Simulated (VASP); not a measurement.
# A vacancy on the Pb site in Pt3Pb, part 3 of 4

How easily does a vacancy on the Pb site form in Pt3Pb? The host is relaxed first, then a supercell is run with and without the defect. The start is a cell from a database of measured crystal structures.

VASP 6.6.1, plane waves and PAW; the level of theory is named at each step.

So far. Step 4 (Reference Pb): The run ended after 4 ionic steps, 0.001 eV below its first step, once forces and stress met EDIFFG = -0.02. Step 4 (Reference Pb): Energy at zero smearing: -4.02261 eV.

## Step 5: Reference Pt

This step: PBEsol; plane waves and PAW (Pt) (VASP 6.6.1).

System of this step: Pt. Symmetry: Fm-3m, No. 225, cubic system. Conventional cell: a = 3.920 Å, b = 3.920 Å, c = 3.920 Å, α = 90.00°, β = 90.00°, γ = 90.00°. Nearest to Pt lie 12 Pt at 2.77 Å.

Pt is not exchanged here; its energy serves the host's formation enthalpy.

File INCAR:

```
SYSTEM = Pt
PREC = Normal
ENCUT = 300
EDIFF = 1E-05
NELM = 120
ISMEAR = 1
SIGMA = 0.1
LREAL = Auto
ALGO = Fast
GGA = PS
NBANDS = 11
LORBIT = 11
LWAVE = .FALSE.
LCHARG = .FALSE.
KPAR = 4
IBRION = 2
NSW = 25
ISIF = 3
EDIFFG = -0.02
POTIM = 0.4
```

File POSCAR:

```
Pt
1.0
    0.0000000000      1.9600000000      1.9600000000
    1.9600000000      0.0000000000      1.9600000000
    1.9600000000      1.9600000000      0.0000000000
Pt
1
Direct
    0.0000000000      0.0000000000      0.0000000000
```

File KPOINTS:

```
Automatic mesh
0
Gamma
12 12 12
0 0 0
```

Potentials, in the order of the species: Pt (PBE family, release 64).

Launch:

```
$ mpirun -np 4 vasp_std
```

Output:

```text
[banner, memory and clock lines left out]
running    4 mpi-ranks, on    1 nodes
 distrk:  each k-point on    1 cores,    4 groups
 distr:  one band on    1 cores,    1 groups

 POSCAR found type information on POSCAR Pt
 POSCAR found :  1 types and       1 ions
 [... a notice as in an earlier step ...]

 [... a notice as in an earlier step ...]

 LDA part: xc-table for (Slater+PW92), standard interpolation
 POSCAR, INCAR and KPOINTS ok, starting setup
 FFT: planning ... GRIDC
 FFT: planning ... GRID_SOFT
 FFT: planning ... GRID
 WAVECAR not read
 entering main loop
       N       E                     dE             d eps       ncg     rms          rms(c)
DAV:   1     0.191979539816E+02    0.19198E+02   -0.37620E+03  1904   0.512E+02
DAV:   2    -0.713986434578E+01   -0.26338E+02   -0.25492E+02  1845   0.126E+02
DAV:   3    -0.741459908202E+01   -0.27473E+00   -0.27450E+00  1838   0.119E+01
DAV:   4    -0.741564001107E+01   -0.10409E-02   -0.10409E-02  1812   0.855E-01
DAV:   5    -0.741564819161E+01   -0.81805E-05   -0.81795E-05  1851   0.695E-02    0.134E+01
RMM:   6    -0.701881043421E+01    0.39684E+00   -0.39247E-01  1584   0.525E+00    0.685E+00
RMM:   7    -0.697564430971E+01    0.43166E-01   -0.76389E-02  1584   0.247E+00    0.256E+00
RMM:   8    -0.697235306284E+01    0.32912E-02   -0.13242E-02  1584   0.940E-01    0.875E-01
RMM:   9    -0.697128906375E+01    0.10640E-02   -0.18691E-03  1584   0.356E-01    0.450E-02
RMM:  10    -0.697130754674E+01   -0.18483E-04   -0.18022E-04  1543   0.912E-02    0.375E-02
RMM:  11    -0.697130473272E+01    0.28140E-05   -0.12555E-05  1232   0.265E-02
   1 F= -.69713047E+01 E0= -.69705486E+01  d E =-.697130E+01
 curvature:   0.00 expect dE= 0.000E+00 dE for cont linesearch  0.000E+00
 trial: gam= 0.00000 g(F)=  0.235E-64 g(S)=  0.173E-02 ort = 0.000E+00 (trialstep = 0.100E+01)
 search vector abs. value=  0.173E-02
 bond charge predicted
       N       E                     dE             d eps       ncg     rms          rms(c)
DAV:   1    -0.698850759810E+01   -0.17200E-01   -0.35825E-01  1656   0.550E+00    0.965E-01
RMM:   2    -0.697103256600E+01    0.17475E-01   -0.18460E-02  1584   0.110E+00    0.355E-01
RMM:   3    -0.697024042352E+01    0.79214E-03   -0.17088E-03  1584   0.364E-01    0.197E-01
RMM:   4    -0.697033934470E+01   -0.98921E-04   -0.28883E-04  1574   0.135E-01    0.252E-02
RMM:   5    -0.697033313876E+01    0.62059E-05   -0.37231E-05  1444   0.475E-02
   2 F= -.69703331E+01 E0= -.69695393E+01  d E =0.971594E-03
 trial-energy change:    0.000972  1 .order    0.000885   -0.001735    0.003504
 step:   0.3098(harm=  0.3311)  dis= 0.00000  next Energy=    -6.971571 (dE=-0.266E-03)
 bond charge predicted
       N       E                     dE             d eps       ncg     rms          rms(c)
DAV:   1    -0.697986307165E+01   -0.95237E-02   -0.16779E-01  1692   0.380E+00    0.637E-01
RMM:   2    -0.697199085757E+01    0.78722E-02   -0.83849E-03  1584   0.743E-01    0.261E-01
RMM:   3    -0.697152033114E+01    0.47053E-03   -0.91060E-04  1584   0.265E-01    0.137E-01
RMM:   4    -0.697153895791E+01   -0.18627E-04   -0.10108E-04  1571   0.801E-02    0.833E-03
RMM:   5    -0.697153990759E+01   -0.94967E-06   -0.13579E-05  1192   0.265E-02
   3 F= -.69715399E+01 E0= -.69707726E+01  d E =-.235175E-03
 curvature:  -0.17 expect dE=-0.142E-07 dE for cont linesearch -0.142E-07
 trial: gam=-0.00698 g(F)=  0.147E-64 g(S)=  0.858E-07 ort = 0.122E-04 (trialstep = 0.862E+00)
 search vector abs. value=  0.104E-09
 reached required accuracy - stopping structural energy minimisation
```

Run time: 2.8 s. Hardware: 4 MPI ranks of Intel Xeon Platinum 8488C (Sapphire Rapids), shared host; peak memory 0.4 GiB.

Parts of OUTCAR (step 5):

```text
   k-points           NKPTS =     72   k-points in BZ     NKDIM =     72   number of bands    NBANDS=     11

   ENCUT  =  300.0 eV  22.05 Ry    4.70 a.u.   3.91  3.91  3.91*2*pi/ulx,y,z

   NELECT =      10.0000    total number of electrons

 E-fermi :  11.2395

 k-point     1 :       0.0000    0.0000    0.0000
  band No.  band energies     occupation
    ...
      2       7.3811      2.00000
      3       7.3811      2.00000
      4       7.3811      2.00000
      5       9.5895      2.00000
      6       9.5895      2.00000
      7      25.8152      0.00000
      8      30.8045      0.00000
      9      30.8045      0.00000
     10      30.8046      0.00000
     11      36.1248      0.00000

  Total       -0.0008607     -0.0008607     -0.0008607      0.0000000      0.0000000     -0.0000000
  in kB       -0.0919717     -0.0919717     -0.0919717      0.0000000      0.0000000     -0.0000000
  external PRESSURE =      -0.0919717 kB  Pullay stress =       0.0000000 kB

 POSITION                                       TOTAL-FORCE (eV/Angst)
 -----------------------------------------------------------------------------------
      0.00000      0.00000      0.00000        -0.000000     -0.000000      0.000000
 -----------------------------------------------------------------------------------
    total drift:                               -0.000000      0.000000     -0.000000

  FREE ENERGIE OF THE ION-ELECTRON SYSTEM (eV)
  ---------------------------------------------------
  free  energy   TOTEN  =        -6.9715399076 eV

  energy  without entropy=       -6.9692379799  energy(sigma->0) =       -6.97077260

[... 3 parts as in an earlier step ...]

[... 13 further parts left out ...]
```

Relaxation path:

```csv
step,energy less that of the first step (eV),largest force (eV/Å),pressure (GPa),volume (Å³)
1,0.0000,0.0000,-1.30,15.06
2,0.0010,0.0000,2.67,14.85
3,-0.0002,0.0000,-0.01,14.99
```

```csv
"conventional cell, symmetrised",before,after,change
a (Å),3.920,3.914,-0.1 %
b (Å),3.920,3.914,-0.1 %
c (Å),3.920,3.914,-0.1 %
volume (Å³/atom),15.06,14.99,-0.4 %
```

Final coordinates:

```xyz
1
Lattice="0.0000 1.9571 1.9571 1.9571 0.0000 1.9571 1.9571 1.9571 0.0000" Properties=species:S:1:pos:R:3 pbc="T T T"
Pt    0.0000    0.0000    0.0000
```

This step gave:

```yaml
electronic_cycles: 21
electrons: 10
free_energy_toten: -6.972 eV
energy_at_zero_smearing: -6.971 eV
fermi_energy: 11.24 eV
```

The run ended after 3 ionic steps, 0.000 eV below its first step, once forces and stress met EDIFFG = -0.02.

Energy at zero smearing: -6.97077 eV.

## Step 6: The defect cell

This step: PBEsol; plane waves and PAW (Pb, Pt) (VASP 6.6.1).

System of this step: Pt24Pb7. The cell holds 31 atoms: 7 Pb and 24 Pt. Cell: a = 8.121 Å, b = 8.121 Å, c = 8.121 Å, α = 90.0°, β = 90.0°, γ = 90.0°. It derives from Pt3Pb. Nearest the centre at fractional (0.000, 0.000, 0.000): Pt8 at 2.87 Å, Pt16 at 2.87 Å, Pt12 at 2.87 Å, Pt10 at 2.87 Å, Pt14 at 2.87 Å, Pt24 at 2.87 Å, Pt20 at 2.87 Å, Pt17 at 2.87 Å.

The host is treated as a metal, since its gap is under 0.3 eV or closed. The run keeps 48 symmetry operations, which cuts the number of k-points but bars distortions that break them. The atoms relax at the host's fixed cell.

File INCAR:

```
SYSTEM = Pt24Pb7
PREC = Normal
ENCUT = 300
EDIFF = 1E-05
NELM = 120
ISMEAR = 1
SIGMA = 0.2
LREAL = Auto
ALGO = Fast
GGA = PS
LORBIT = 11
LWAVE = .FALSE.
LCHARG = .TRUE.
KPAR = 4
IBRION = 2
NSW = 50
ISIF = 2
EDIFFG = -0.03
POTIM = 0.4
MAXMIX = 40
ISYM = 2
```

File POSCAR:

```
Pt24Pb7
1.0
    8.1206605250      0.0000000000      0.0000000000
    0.0000000000      8.1206605250      0.0000000000
    0.0000000000      0.0000000000      8.1206605250
Pb Pt
7 24
Direct
    0.0000000000      0.0000000000      0.5000000000
    0.0000000000      0.5000000000      0.0000000000
    0.0000000000      0.5000000000      0.5000000000
    0.5000000000      0.0000000000      0.0000000000
    0.5000000000      0.0000000000      0.5000000000
    0.5000000000      0.5000000000      0.0000000000
    0.5000000000      0.5000000000      0.5000000000
    0.2500000000      0.2500000000      0.0000000000
    0.2500000000      0.2500000000      0.5000000000
    0.2500000000      0.7500000000      0.0000000000
    0.2500000000      0.7500000000      0.5000000000
    0.7500000000      0.2500000000      0.0000000000
    0.7500000000      0.2500000000      0.5000000000
    0.7500000000      0.7500000000      0.0000000000
    0.7500000000      0.7500000000      0.5000000000
    0.2500000000      0.0000000000      0.2500000000
    0.2500000000      0.0000000000      0.7500000000
    0.2500000000      0.5000000000      0.2500000000
    0.2500000000      0.5000000000      0.7500000000
    0.7500000000      0.0000000000      0.2500000000
    0.7500000000      0.0000000000      0.7500000000
    0.7500000000      0.5000000000      0.2500000000
    0.7500000000      0.5000000000      0.7500000000
    0.0000000000      0.2500000000      0.2500000000
    0.0000000000      0.2500000000      0.7500000000
    0.0000000000      0.7500000000      0.2500000000
    0.0000000000      0.7500000000      0.7500000000
    0.5000000000      0.2500000000      0.2500000000
    0.5000000000      0.2500000000      0.7500000000
    0.5000000000      0.7500000000      0.2500000000
    0.5000000000      0.7500000000      0.7500000000
```

File KPOINTS:

```
Automatic mesh
0
Monkhorst-Pack
3 3 3
0 0 0
```

The projector-augmented-wave data sets are Pb and Pt (PBE family, release 64).

Launch:

```
$ mpirun -np 4 vasp_std
```

Output:

```text
[banner, memory and clock lines left out]
running    4 mpi-ranks, on    1 nodes
 distrk:  each k-point on    1 cores,    4 groups
 distr:  one band on    1 cores,    1 groups

 POSCAR found type information on POSCAR PbPt
 POSCAR found :  2 types and      31 ions
 [... a notice as in an earlier step ...]

 LDA part: xc-table for (Slater+PW92), standard interpolation
 POSCAR, INCAR and KPOINTS ok, starting setup
 FFT: planning ... GRIDC
 FFT: planning ... GRID_SOFT
 FFT: planning ... GRID
 WAVECAR not read
 entering main loop
       N       E                     dE             d eps       ncg     rms          rms(c)
DAV:   1     0.115490248217E+04    0.11549E+04   -0.91043E+04  1304   0.992E+02
DAV:   2    -0.137044527581E+03   -0.12919E+04   -0.12237E+04  1424   0.247E+02
DAV:   3    -0.203162470595E+03   -0.66118E+02   -0.62733E+02  1488   0.501E+01
DAV:   4    -0.205100503700E+03   -0.19380E+01   -0.19155E+01  1472   0.859E+00
DAV:   5    -0.205161648619E+03   -0.61145E-01   -0.61102E-01  1544   0.145E+00    0.547E+01
RMM:   6    -0.197217429910E+03    0.79442E+01   -0.22638E+01  1280   0.119E+01    0.288E+01
RMM:   7    -0.196441552224E+03    0.77588E+00   -0.41707E+00  1283   0.382E+00    0.904E+00
RMM:   8    -0.196408758349E+03    0.32794E-01   -0.97369E-01  1283   0.199E+00    0.235E+00
RMM:   9    -0.196355027904E+03    0.53730E-01   -0.25545E-01  1296   0.104E+00    0.134E+00
RMM:  10    -0.196360382732E+03   -0.53548E-02   -0.81628E-02  1406   0.394E-01    0.800E-01
RMM:  11    -0.196359905342E+03    0.47739E-03   -0.15884E-02  1283   0.292E-01    0.225E-01
RMM:  12    -0.196359824158E+03    0.81184E-04   -0.44017E-03  1316   0.145E-01    0.984E-02
RMM:  13    -0.196359879884E+03   -0.55726E-04   -0.12438E-03  1462   0.485E-02    0.690E-02
RMM:  14    -0.196359887245E+03   -0.73613E-05   -0.14478E-04  1233   0.195E-02    0.249E-02
RMM:  15    -0.196359886307E+03    0.93817E-06   -0.43207E-05   962   0.154E-02
   1 F= -.19635989E+03 E0= -.19634467E+03  d E =-.196360E+03
 curvature:   0.00 expect dE= 0.000E+00 dE for cont linesearch  0.000E+00
 trial: gam= 0.00000 g(F)=  0.199E+00 g(S)=  0.000E+00 ort = 0.000E+00 (trialstep = 0.100E+01)
 search vector abs. value=  0.199E+00
 bond charge predicted
       N       E                     dE             d eps       ncg     rms          rms(c)
DAV:   1    -0.196485674242E+03   -0.12579E+00   -0.43711E+01  1280   0.130E+01    0.112E+00
RMM:   2    -0.196530493653E+03   -0.44819E-01   -0.47028E-01  1280   0.190E+00    0.604E-01
RMM:   3    -0.196535144977E+03   -0.46513E-02   -0.80257E-02  1320   0.730E-01    0.388E-01
RMM:   4    -0.196533597643E+03    0.15473E-02   -0.16695E-02  1286   0.305E-01    0.225E-01
RMM:   5    -0.196533783774E+03   -0.18613E-03   -0.70957E-03  1298   0.201E-01    0.990E-02
RMM:   6    -0.196533723148E+03    0.60626E-04   -0.27127E-03  1283   0.115E-01    0.585E-02
RMM:   7    -0.196533790147E+03   -0.67000E-04   -0.78952E-04  1475   0.440E-02    0.436E-02
RMM:   8    -0.196533779713E+03    0.10434E-04   -0.70769E-05  1091   0.161E-02    0.285E-02
RMM:   9    -0.196533769620E+03    0.10093E-04   -0.45601E-05  1021   0.149E-02    0.771E-03
RMM:  10    -0.196533769697E+03   -0.77842E-07   -0.85187E-06   729   0.566E-03
   2 F= -.19653377E+03 E0= -.19651819E+03  d E =-.173883E+00
[...]
3 F= -.19678721E+03 E0= -.19677406E+03  d E =-.427320E+00
[...]
4 F= -.19680371E+03 E0= -.19679069E+03  d E =-.165033E-01
 trial-energy change:   -0.016503  1 .order   -0.016876   -0.022333   -0.011419
 step:   3.2740(harm=  3.2740)  dis= 0.01559  next Energy=  -196.810056 (dE=-0.228E-01)
 bond charge predicted
       N       E                     dE             d eps       ncg     rms          rms(c)
DAV:   1    -0.196799552344E+03    0.41539E-02   -0.90196E+00  1296   0.600E+00    0.851E-01
RMM:   2    -0.196807229218E+03   -0.76769E-02   -0.72112E-02  1280   0.810E-01    0.194E-01
RMM:   3    -0.196808676468E+03   -0.14472E-02   -0.16103E-02  1295   0.310E-01    0.379E-02
RMM:   4    -0.196809026246E+03   -0.34978E-03   -0.35018E-03  1391   0.130E-01    0.429E-02
RMM:   5    -0.196809124699E+03   -0.98454E-04   -0.93040E-04  1313   0.642E-02    0.572E-02
RMM:   6    -0.196809122400E+03    0.22998E-05   -0.21875E-04  1266   0.301E-02    0.438E-02
RMM:   7    -0.196809116010E+03    0.63897E-05   -0.96060E-05  1178   0.199E-02
   5 F= -.19680912E+03 E0= -.19679619E+03  d E =-.219098E-01
 curvature:  -1.73 expect dE=-0.315E-03 dE for cont linesearch -0.201E-03
 trial: gam= 0.00000 g(F)=  0.182E-03 g(S)=  0.000E+00 ort =-0.131E-02 (trialstep = 0.193E+01)
 search vector abs. value=  0.182E-03
 reached required accuracy - stopping structural energy minimisation
```

The job ended after 67 s (4 MPI ranks; peak memory 1.2 GiB; 4.3 min of CPU time).

(Part 3 of 4 ends here.)

[Lines on the potential files, build, host, timing and source positions are cut from VASP's logs without a mark.]

[Logs are printed without paths, hosts, clocks, repeated set-up lines and the standing remarks that a program may print on its own settings, such as how far it seeks lower states.]

[Hosts, paths, dates, database ids (printed as entryN), source tags and the programs' standing remarks are cut or masked in the printed files.]

[In band tables of VASP the shares of atoms and orbitals are scaled to a sum of 1 inside the atoms' spheres.]

[Runs that stopped without an error message from VASP are left out.]
